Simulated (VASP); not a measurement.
Runs of VASP 6.6.1 on HPbNO4. The typed cell holds 7 atoms: a = 4.275 Å, b = 5.609 Å, c = 5.670 Å, α = 100.02°, β = 111.92°, γ = 111.82°. The cell was built by a generator and needn't be a form met in nature.

| task | level | spin | cell | k mesh | cutoff (eV) | smearing | grid for exact exchange (PRECFOCK) | exchange at q = 0 | k mesh for the DOS | occupations for the DOS | mesh quality | gap on the mesh (eV) | pressure (GPa) | relaxed volume (Å³/atom) | largest force (eV/Å) |
| --- | --- | --- | --- | --- | --- | --- | --- | --- | --- | --- | --- | --- | --- | --- | --- |
| density of states | B3LYP | off | as given | 4 × 3 × 3 | 520 | tetrahedron | Fast | truncated | - | - | coarse | 4.45 | -0.8 | - | 0.42 |
| density of states | PBE0 | off | as given | 4 × 3 × 3 | 520 | tetrahedron | Fast | default | - | - | coarse | 4.93 | (b) | - | (a) |
| single point | PBE | off | as given | 8 × 6 × 6 | 520 | fermi-dirac 0.05 eV | - | - | - | - | not flagged | 2.79 | 0.6 | - | 0.39 |
| relaxation of cell and atoms | PBEsol | off | relaxed | 8 × 6 × 6 | 600 | fermi-dirac 0.05 eV | - | - | - | - | not flagged | 2.52 | 0.0 | 13.97 | 0.01 |
| dielectric tensor | PBE | off | as given | 8 × 6 × 6 | 520 | gaussian 0.02 eV | - | - | - | - | not flagged | 2.79 | - | - | - |
| relaxation of cell and atoms | PBE | off | relaxed | 8 × 6 × 6 | 600 | fermi-dirac 0.05 eV | - | - | - | - | not flagged | 2.70 | 0.0 | 15.27 | 0.01 |

Alike in all rows: potentials or basis VASP PAW PBE potentials, release 64 (H, Pb_d, N, O).

Problem. Estimate the missing entries.

Solution. (a) 1.03; (b) -3.2.

Caveats: some runs use coarse meshes; spin-orbit coupling is left out, which as a rule narrows the gap of such compounds by several tenths of an eV; the PAW data sets were made with another functional, which shifts forces and pressure a little (some runs); an odd mesh through Γ misses points on the zone boundary, where band edges often lie (some runs).

A k mesh can miss the band edges, and the runs leave out spin-orbit coupling on Pb.

Not every run made on this cell is shown here.
